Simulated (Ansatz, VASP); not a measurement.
# Si in two plane-wave programs, part 2 of 2

One calculation is typed for both programs; each brings its own data sets. How far apart do they land? The structure shown is frame 338 of Ansatz's trajectory.

VASP 6.6.1 and Ansatz 0.2.0.

So far: The starting structure; Ansatz: dynamics, PBE.

**3. VASP: single point, PBE**

Level of this step: PBE; plane waves and PAW (Si) (VASP).

The same cell, functional, mesh and smearing now go to VASP, with its own data sets.

Lines of VASP's logs that name or quote its potential files are left out, and so is its time.

INCAR

```
SYSTEM = Si
PREC = Accurate
ENCUT = 400
EDIFF = 1E-06
NELM = 120
ISMEAR = -1
SIGMA = 0.15
LREAL = Auto
ALGO = Normal
GGA = PE
NBANDS = 208
LORBIT = 11
LWAVE = .FALSE.
LCHARG = .FALSE.
ISIF = 2
LASPH = .TRUE.
GGA_COMPAT = .FALSE.
NCORE = 2
```

POSCAR

```
Si
1.0
   11.1310000000      0.0000000000      0.0000000000
    0.0000000000     11.1310000000      0.0000000000
    0.0000000000      0.0000000000     11.1310000000
Si
76
Direct
    0.8887701015      0.8137903153      0.8224508130
    0.9168538316      0.3660407870      0.1255502650
    0.6673883748      0.0863444434      0.6127032612
    0.3351630581      0.6810349474      0.5659599317
    0.2776210583      0.5405264576      0.8366004851
    0.7906297727      0.9814122720      0.8193423771
    0.8285958135      0.2178600305      0.3905758692
    0.8889857156      0.4498697332      0.6886443267
    0.8783667236      0.6056778367      0.3518461953
    0.7415236726      0.6699218399      0.7551522774
    0.9046536699      0.3021112209      0.8565447848
    0.6380289282      0.2228820411      0.0015452340
    0.0281196658      0.3068637140      0.6277153895
    0.1306621148      0.3667415327      0.8208067559
    0.4311652143      0.7644416494      0.1809720600
    0.3104482975      0.9607133232      0.0821848890
    0.2729404366      0.3445153176      0.5621237984
    0.6702991645      0.8542988051      0.1505704788
    0.7913934058      0.9721318839      0.0283712155
    0.1106189920      0.9856347139      0.9728505974
    0.4931362860      0.4275896146      0.0661755458
    0.3230796874      0.7866858324      0.9028658701
    0.0708022639      0.7851226305      0.9136825083
    0.5512532567      0.5249483425      0.4385949151
    0.2054981583      0.8257748630      0.7117958854
    0.1616746025      0.5391788698      0.2041415866
    0.9016350732      0.0177881592      0.4845027401
    0.0831282005      0.7247596802      0.5664091277
    0.1570928039      0.3183631300      0.3796873596
    0.4705057946      0.7282634085      0.4023987063
    0.1131794089      0.9404366185      0.4221723116
    0.4200970263      0.0599856257      0.2323600755
    0.2545773066      0.1791303567      0.6766867308
    0.5650525559      0.6119306441      0.0916539394
    0.6414697691      0.4330428533      0.9510556105
    0.8599227383      0.5088581439      0.9759949690
    0.9488006468      0.6354146079      0.1586021022
    0.1156499865      0.5319288474      0.6823555835
    0.5459796963      0.6545952745      0.6640463570
    0.4808642530      0.2101338604      0.5904590782
    0.7105740724      0.2840984637      0.5571916270
    0.7259186057      0.3545054353      0.2502201060
    0.4806845746      0.0143113826      0.4419099811
    0.0617913934      0.5639924535      0.9163237804
    0.9025604169      0.8874943851      0.3074836043
    0.3128739556      0.2577126943      0.2446590603
    0.6176264487      0.8605965322      0.8493396820
    0.0505794628      0.1031892912      0.3141317042
    0.9689964963      0.4050848980      0.3260623484
    0.6846734346      0.5679453778      0.2834516216
    0.2784206271      0.5372652951      0.4310753751
    0.7459707124      0.0168897673      0.2893810080
    0.5895876381      0.8645314886      0.5745485581
    0.4356032701      0.3364747103      0.4303746294
    0.2761027760      0.1522953912      0.9048513161
    0.4885724553      0.0813673524      0.9115263678
    0.8821938730      0.6908992903      0.5823286317
    0.4976641811      0.4656454946      0.6668493397
    0.4502740095      0.3034049052      0.7886892462
    0.4788967748      0.6724463211      0.9081394304
    0.7787799838      0.4895427185      0.5215164855
    0.1016350732      0.0562572994      0.7744317671
    0.1911149043      0.2405713772      0.0859221993
    0.2224418291      0.4200161711      0.0305183721
    0.7572006109      0.6954361693      0.9964423682
    0.3003144372      0.9842601743      0.5788877909
    0.9462492139      0.8596981403      0.0914023897
    0.7416045279      0.8234839637      0.4359985626
    0.9308777289      0.1411373641      0.7127391968
    0.1689605606      0.8961818345      0.2075195400
    0.4750067379      0.9919144731      0.7323151559
    0.2558260713      0.7272302578      0.3167819603
    0.6381816548      0.2787799838      0.7967208696
    0.5937921121      0.0527086515      0.1009972150
    0.8244811787      0.1654658162      0.1280298266
    0.5343365376      0.2968735963      0.2264845926
```

KPOINTS

```
Automatic mesh
0
Gamma
1 1 1
0 0 0
```

The projector-augmented-wave data sets are Si (PBE family, release 64).

The run is started by

```console
> mpirun -np 8 vasp_gam
```

Numbers of over 12 decimals in the logs are rounded to 6 here.

The program printed:

```text
[banner, memory and clock lines left out]
running    8 mpi-ranks, on    1 nodes
[...]
LDA part: xc-table for (Slater+PW92), standard interpolation
 POSCAR, INCAR and KPOINTS ok, starting setup
[...]
entering main loop
       N       E                     dE             d eps       ncg     rms          rms(c)
DAV:   1     0.127528222561E+04    0.12753E+04   -0.11498E+05   416   0.106E+03
DAV:   2    -0.209402528114E+03   -0.14847E+04   -0.13754E+04   544   0.195E+02
DAV:   3    -0.365206692526E+03   -0.15580E+03   -0.14903E+03   520   0.567E+01
DAV:   4    -0.370162864304E+03   -0.49562E+01   -0.48675E+01   512   0.116E+01
[...]
DAV:  14    -0.363671464315E+03   -0.15929E-04   -0.91605E-05   480   0.171E-02    0.172E-02
DAV:  15    -0.363671467336E+03   -0.30213E-05   -0.14348E-05   480   0.678E-03    0.705E-03
DAV:  16    -0.363671467499E+03   -0.16240E-06   -0.27043E-06   328   0.304E-03
   1 F= -.36367147E+03 E0= -.36247193E+03  d E =-.239907E+01
```

From OUTCAR (step 3):

```text
  Total       24.3020948      9.2489472      2.8647320     -4.4512716     -2.8510550     -3.5279536
  in kB       28.2326565     10.7448495      3.3280667     -5.1712095     -3.3121778     -4.0985562
  external PRESSURE =      14.1018576 kB  Pullay stress =       0.0000000 kB

 POSITION                                       TOTAL-FORCE (eV/Angst)
 -----------------------------------------------------------------------------------
      9.89290      9.05830      9.15470         0.641126     -1.920143     -0.129093
     10.20550      4.07440      1.39750        -0.246512     -0.313844      0.170919
      7.42870      0.96110      6.82000        -0.373053     -0.971995      0.520425
      3.73070      7.58060      6.29970        -0.027834      0.751178      1.048821
      3.09020      6.01660      9.31220         0.761900     -0.091948      0.302197
      8.80050     10.92410      9.12010        -0.662465      2.484735     -0.652066
      9.22310      2.42500      4.34750         0.457484     -0.005510     -0.475860
      9.89530      5.00750      7.66530        -0.280776      0.949667      1.314803
      9.77710      6.74180      3.91640         0.174429      0.164414      1.171266
      8.25390      7.45690      8.40560         0.224697     -0.572165     -0.049469
     10.06970      3.36280      9.53420         0.389455      0.522818     -0.164460
      7.10190      2.48090      0.01720         0.893070      0.735068      0.643321
      0.31300      3.41570      6.98710         1.053605      0.088152     -0.672617
      1.45440      4.08220      9.13640        -0.381456     -1.264078      0.222610
[...]
-----------------------------------------------------------------------------------
    total drift:                                0.005851      0.009824      0.003620

  FREE ENERGIE OF THE ION-ELECTRON SYSTEM (eV)
  ---------------------------------------------------
  free  energy   TOTEN  =      -363.6714674988 eV

  energy  without entropy=     -361.2723976253  energy(sigma->0) =     -362.47193256

[... 3 further parts left out ...]
[key lines of the parts left out:]
E-fermi :   6.9992
```

The gap is under twice the smearing width, so the edge states are partly filled and the run can't tell a small gap from a semimetal.

**4. Comparison**

Known differences besides the potentials themselves: the cutoff is 420 eV in Ansatz and 400 eV in VASP (PREC = Accurate, projectors in real space). Total energies have different zeros and are not compared.

Forces on 7 of the 76 atoms, those with the largest forces and the largest differences (eV/Å; atoms numbered as in POSCAR):

| atom | Ansatz x, y, z | VASP x, y, z |
| --- | --- | --- |
| Si21 | -4.108, -1.029, 1.446 | -4.086, -1.024, 1.438 |
| Si22 | -2.438, 1.675, -0.048 | -2.430, 1.668, -0.049 |
| Si35 | 2.948, 0.487, -2.284 | 2.931, 0.478, -2.274 |
| Si59 | -3.720, 0.068, 0.351 | -3.700, 0.070, 0.345 |
| Si63 | -1.741, -2.800, -0.794 | -1.732, -2.784, -0.796 |
| Si64 | 1.043, 3.508, -1.056 | 1.041, 3.498, -1.054 |
| Si73 | 3.738, -0.589, -1.341 | 3.718, -0.586, -1.333 |

The forces differ by 5.3 meV/Å r.m.s., which is 0.5 % of the r.m.s. force of 1.006 eV/Å (both taken over all components).

**5. Results**

```yaml
r_m_s_force_difference_single_point_pbe: 0.52 % of the r.m.s. force
```

The r.m.s. force difference is 0.52 % of the r.m.s. force (single point, PBE), within the 3 % picked in this series as the mark of a large difference. 2 further runs of this series are not shown here. How closely two codes agree says nothing of how well the functional describes the real material.

[Lines on the potential files, build, host, timing and source positions are cut from VASP's logs without a mark.]

[Logs are printed without paths, hosts, clocks, repeated set-up lines and the standing remarks that a program may print on its own settings, such as how far it seeks lower states.]

[Hosts, paths, dates, database ids (printed as entryN), source tags and the programs' standing remarks are cut or masked in the printed files.]
